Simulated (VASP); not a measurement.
A convergence study with VASP on AgI (space group no. 186 when undisturbed): one setting is varied, all else stays as given below, so the limit is that of these other settings. One atom is moved off its site, so that forces are finite.

```
AgI
1.0
    2.28811    -3.96313     0.00000
    2.28811     3.96313     0.00000
    0.00000     0.00000     7.48747
Ag I
2 2
Direct
  0.66667   0.33333   0.50668
  0.33333   0.66667   0.00000
  0.66667   0.33333   0.87500
  0.33333   0.66667   0.37500
```

Computed with PBE GGA, VASP's PBE PAW potentials (set 64) (plane waves; VASP). The tightest run used: 720 eV cut-off, 6×6×4 Γ-centred mesh, Fermi-Dirac smearing of 0.010 eV, potentials Ag I.

Unless said otherwise, spin-orbit coupling is left out, though it shifts the bands of the heavy elements here. Gaps are read on the run's mesh, which can miss a band edge.

```csv
setting,E (eV/atom),pressure (GPa),gap on the mesh (eV),plane waves
ENCUT = 105,10.2667,-373.68,0.467,342
ENCUT = 120,3.1344,-239.19,1.033,428
ENCUT = 135,-0.1075,-148.05,1.590,501
ENCUT = 150,-1.3599,-88.07,1.626,580
ENCUT = 165,-1.9313,-51.05,1.548,668
ENCUT = 180,-2.1910,-28.47,1.454,756
ENCUT = 210,-2.3452,-6.51,1.415,966
ENCUT = 240,-2.3749,0.51,1.379,1170
```

Task: These are the cheaper rows. Estimate the results at ENCUT = 720, and how far the last row shown lies from them.

Result: 
| quantity | tightest run | last row shown is off by |
|---|---|---|
| E (eV/atom) | -2.3791 | 0.0042 |
| pressure (GPa) | 2.16 | -1.64 |
| gap on the mesh (eV) | 1.377 | 0.001 |

Left out are rungs that failed or repeat a setting and relaxations that didn't move; long series are thinned to 24 rows.

The structure is a typed AgI crystal (space group no. 186). The cell was not relaxed at this level, it is distorted from the ideal structure.
